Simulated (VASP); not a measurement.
Method: PBE GGA with D3 dispersion (zero damping), VASP's PBE PAW potentials (set 64) (plane waves; VASP).

VASP input:

### INCAR
```
ALGO = Normal
EDIFF = 1E-7
ENCUT = 520
GGA = PE
ISIF = 2
ISMEAR = 0
IVDW = 11
LASPH = .TRUE.
LCHARG = .FALSE.
LMAXMIX = 4
LREAL = .FALSE.
LWAVE = .FALSE.
NELM = 100
PREC = Accurate
SIGMA = 0.05
SYSTEM = PbS
```

### POSCAR
```
PbS
1
    0.0000000000     2.9535796300     2.9535796300
    2.9535796300     0.0000000000     2.9535796300
    2.9535796300     2.9535796300     0.0000000000
Pb S
1 1
Direct
  0.0000000000   0.0000000000   0.0000000000
  0.5000000000   0.5000000000   0.5000000000
```

File KPOINTS:
```
Automatic
0
gamma
  8 8 8
0 0 0
```

POTCAR, in this order: Pb_d S (PBE.64 set). Program: vasp_std.

The run wrote:

OUTCAR:
```
 ion  position               nearest neighbor table
   1  0.000  0.000  0.000-   2 2.95   2 2.95   2 2.95   2 2.95   2 2.95   2 2.95
   2  0.500  0.500  0.500-   1 2.95   1 2.95   1 2.95   1 2.95   1 2.95   1 2.95
  LATTYP: Found a face centered cubic cell.
 ALAT       =     5.9071592600
 Subroutine PRICEL returns:
 Original cell was already a primitive cell.
 Subroutine GETGRP returns: Found 48 space group operations
The static configuration has the point symmetry O_h .
The dynamic configuration has the point symmetry O_h .
 Subroutine INISYM returns: Found 48 space group operations
 Subroutine IBZKPT returns following result:
 Found     29 irreducible k-points:

 Following reciprocal coordinates:
            Coordinates               Weight
  0.000000  0.000000  0.000000      1.000000
  0.125000  0.000000  0.000000      8.000000
  0.250000  0.000000  0.000000      8.000000
  0.375000  0.000000  0.000000      8.000000
  0.500000  0.000000  0.000000      4.000000
  0.125000  0.125000  0.000000      6.000000
  0.250000  0.125000  0.000000     24.000000
  0.375000  0.125000  0.000000     24.000000
  0.500000  0.125000  0.000000     24.000000
 -0.375000  0.125000  0.000000     24.000000
 -0.250000  0.125000  0.000000     24.000000
 -0.125000  0.125000  0.000000     12.000000
  0.250000  0.250000  0.000000      6.000000
  0.375000  0.250000  0.000000     24.000000
  0.500000  0.250000  0.000000     24.000000
 -0.375000  0.250000  0.000000     24.000000
 -0.250000  0.250000  0.000000     12.000000
  0.375000  0.375000  0.000000      6.000000
  0.500000  0.375000  0.000000     24.000000
 -0.375000  0.375000  0.000000     12.000000
  0.500000  0.500000  0.000000      3.000000
  0.375000  0.250000  0.125000     24.000000
  0.500000  0.250000  0.125000     48.000000
 -0.375000  0.250000  0.125000     24.000000
...
```

OSZICAR:
```
       N       E                     dE             d eps       ncg     rms          rms(c)
DAV:   1     0.159590490085E+03    0.15959E+03   -0.98933E+03   812   0.151E+03
DAV:   2     0.332824272165E+01   -0.15626E+03   -0.15283E+03   890   0.356E+02
DAV:   3    -0.891150292786E+01   -0.12240E+02   -0.12148E+02  1046   0.104E+02
DAV:   4    -0.920636083687E+01   -0.29486E+00   -0.29468E+00   930   0.194E+01
DAV:   5    -0.921795623161E+01   -0.11595E-01   -0.11595E-01  1160   0.362E+00    0.473E+00
DAV:   6    -0.874181355786E+01    0.47614E+00   -0.14449E+00  1230   0.969E+00    0.335E+00
DAV:   7    -0.874217416894E+01   -0.36061E-03   -0.15131E-01   870   0.225E+00    0.189E+00
DAV:   8    -0.874572228707E+01   -0.35481E-02   -0.15415E-02   914   0.162E+00    0.209E-01
DAV:   9    -0.874541593796E+01    0.30635E-03   -0.30417E-03  1248   0.580E-01    0.857E-02
DAV:  10    -0.874557329375E+01   -0.15736E-03   -0.32155E-04   860   0.127E-01    0.450E-02
DAV:  11    -0.874558208263E+01   -0.87889E-05   -0.76992E-05  1006   0.110E-01    0.178E-02
DAV:  12    -0.874558303344E+01   -0.95081E-06   -0.46317E-06  1040   0.214E-02    0.159E-03
DAV:  13    -0.874558317766E+01   -0.14422E-06   -0.10924E-07   736   0.471E-03    0.177E-03
DAV:  14    -0.874558323989E+01   -0.62225E-07   -0.14090E-07   784   0.276E-03
   1 F= -.91649830E+01 E0= -.91649830E+01  d E =-.179922E-07
```

OUTCAR:
```
------------------------ aborting loop because EDIFF is reached ----------------------------------------
 Edisp (eV)   -0.41940
  FORCE on cell =-STRESS in cart. coord.  units (eV):
  Direction    XX          YY          ZZ          XY          YZ          ZX
  --------------------------------------------------------------------------------------
  Total       0.57104     0.57104     0.57104    -0.00000    -0.00000     0.00000
  in kB      17.75413    17.75413    17.75413    -0.00000    -0.00000     0.00000
  external pressure =       17.75 kB  Pullay stress =        0.00 kB
  volume of cell :       51.53
      direct lattice vectors                 reciprocal lattice vectors
     0.000000000  2.953579630  2.953579630    -0.169286108  0.169286108  0.169286108
     2.953579630  0.000000000  2.953579630     0.169286108 -0.169286108  0.169286108
     2.953579630  2.953579630  0.000000000     0.169286108  0.169286108 -0.169286108
  FREE ENERGIE OF THE ION-ELECTRON SYSTEM (eV)
  ---------------------------------------------------
  free  energy   TOTEN  =        -9.1649830417 eV

  energy  without entropy=       -9.1649830237  energy(sigma->0) =       -9.16498303
```
(Selected blocks of OUTCAR.)

The compound is PbS in the rock salt structure. This cell is one point of a volume scan, at 0.97 of the reference volume.
